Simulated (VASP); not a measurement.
## Ga7CN8 (a cell with a defect): relaxation of the atoms with PBE

The system is Ga7CN8 (a cell with a defect).

```
CELL_PARAMETERS angstrom
0.00000 0.00000 5.24406
-3.21772 -5.57326 0.00000
6.43545 0.00000 0.00000
ATOMIC_POSITIONS crystal
C 0.99919 0.16667 0.83333
Ga 0.99919 0.16667 0.33333
Ga 0.99919 0.66667 0.83333
Ga 0.99919 0.66667 0.33333
Ga 0.49919 0.33333 0.16667
Ga 0.49919 0.33333 0.66667
Ga 0.49919 0.83333 0.16667
Ga 0.49919 0.83333 0.66667
N 0.37581 0.16667 0.83333
N 0.37581 0.16667 0.33333
N 0.37581 0.66667 0.83333
N 0.37581 0.66667 0.33333
N 0.87581 0.33333 0.16667
N 0.87581 0.33333 0.66667
N 0.87581 0.83333 0.16667
N 0.87581 0.83333 0.66667
```

```yaml
Program: VASP 6.6.1
Task: relaxation of the atoms
Functional: PBE
Potentials_or_basis: VASP PAW PBE potentials, release 64 (C, Ga_d, N)
Cutoff: 450 eV
k_mesh: 3 × 3 × 3
Occupations: gaussian, width 0.01 eV
Spin: no spin polarisation
Monkhorst-Pack_mesh: no
Further_INCAR_settings: PREC = Normal; LREAL = Auto; ALGO = Normal; EDIFF = 1e-06; IBRION = 2; EDIFFG = -0.025; NSW = 70; NELECT = 134.0
```

| Property | Result |
| --- | --- |
| Energy gained by relaxing | 188.4 meV/atom |
| Ionic steps | 13 |
| Largest force after relaxing | 0.025 eV/Å |
| Band gap on the k mesh | 1.00 eV, direct |

Forces on the atoms (eV/Å):
```
C    0.000  0.000  0.010
Ga   0.000 -0.013 -0.002
Ga  -0.012  0.007 -0.002
Ga   0.012  0.007 -0.002
Ga  -0.003  0.002 -0.014
Ga   0.003  0.002 -0.014
Ga   0.000  0.000  0.025
Ga   0.000 -0.003 -0.014
N    0.000  0.000 -0.008
N    0.000  0.005  0.001
N    0.004 -0.002  0.001
N   -0.004 -0.002  0.001
N   -0.002  0.001 -0.001
N    0.002  0.001 -0.001
N    0.000  0.000  0.024
N    0.000 -0.002 -0.001
```

Step by step:
```tsv
step	energy change (eV)	largest force (eV/Å)	pressure (GPa)
1	0.0000	2.8774	-16.97
2	-1.5759	2.8167	-19.98
3	-2.1903	2.0446	-19.92
4	-2.6789	1.4797	-19.81
5	-2.7327	1.2413	-20.21
6	-2.9753	0.3705	-21.82
7	-2.9775	0.4399	-21.97
8	-3.0015	0.2527	-22.08
9	-3.0093	0.1221	-22.19
10	-3.0094	0.1284	-22.21
11	-3.0125	0.0897	-22.15
12	-3.0133	0.0896	-22.11
13	-3.0143	0.0249	-22.09
```

Final structure:
```cif
data_structure
_symmetry_space_group_name_H-M 'P 1'
_symmetry_Int_Tables_number 1
_cell_length_a 5.2441
_cell_length_b 6.4355
_cell_length_c 6.4355
_cell_angle_alpha 120.000
_cell_angle_beta 90.000
_cell_angle_gamma 90.000
_cell_volume 188.09
loop_
_atom_site_label
_atom_site_type_symbol
_atom_site_fract_x
_atom_site_fract_y
_atom_site_fract_z
_atom_site_occupancy
C1 C 0.99490 0.16667 0.83333 1
Ga1 Ga 0.00972 0.15729 0.32865 1
Ga2 Ga 0.00972 0.67135 0.84271 1
Ga3 Ga 0.00972 0.67135 0.32865 1
Ga4 Ga 0.49075 0.32646 0.15292 1
Ga5 Ga 0.49075 0.32646 0.67354 1
Ga6 Ga 0.50636 0.83333 0.16667 1
Ga7 Ga 0.49075 0.84708 0.67354 1
N1 N 0.29406 0.16667 0.83333 1
N2 N 0.38708 0.16883 0.33441 1
N3 N 0.38708 0.66559 0.83117 1
N4 N 0.38708 0.66559 0.33441 1
N5 N 0.88725 0.30198 0.10397 1
N6 N 0.88725 0.30198 0.69802 1
N7 N 0.88030 0.83333 0.16667 1
N8 N 0.88725 0.89603 0.69802 1
```

Levels at points of the mesh, in eV from the valence-band top:
| k point | band 63 | band 64 | band 65 | band 66 | band 67 | band 68 | band 69 | band 70 | band 71 | band 72 |
| --- | --- | --- | --- | --- | --- | --- | --- | --- | --- | --- |
| (0.00, 0.00, 0.00) | -0.64 | -0.37 | -0.32 | 0.00 | 0.00 | 1.00 | 2.72 | 3.88 | 3.88 | 4.89 |

Core levels (eV, on the scale of the bands):
| atom | levels |
| --- | --- |
| 1 C | 1s -264.1 |
| 2 Ga | 1s -10218.2, 2s -1251.5, 2p -1088.0, 3s -137.7, 3p -88.4 |
| 3 Ga | 1s -10218.2, 2s -1251.5, 2p -1088.0, 3s -137.7, 3p -88.4 |
| 4 Ga | 1s -10218.2, 2s -1251.5, 2p -1088.0, 3s -137.7, 3p -88.4 |
| 5 Ga | 1s -10218.0, 2s -1251.3, 2p -1087.8, 3s -137.5, 3p -88.3 |
| 6 Ga | 1s -10218.0, 2s -1251.3, 2p -1087.8, 3s -137.5, 3p -88.3 |

Run time: 11 min on 2 MPI ranks on AMD EPYC 7R43 64-Core Processor (Zen 3), with other jobs on the host, peak memory 0.2 GiB a rank.

Caveat: the cell is charged against a uniform background, so pressure and absolute levels hang on convention; the cutoff is under 1.25 times the usual one of these potentials, so pressure, stress and relaxed cells hold a basis-set (Pulay) error.
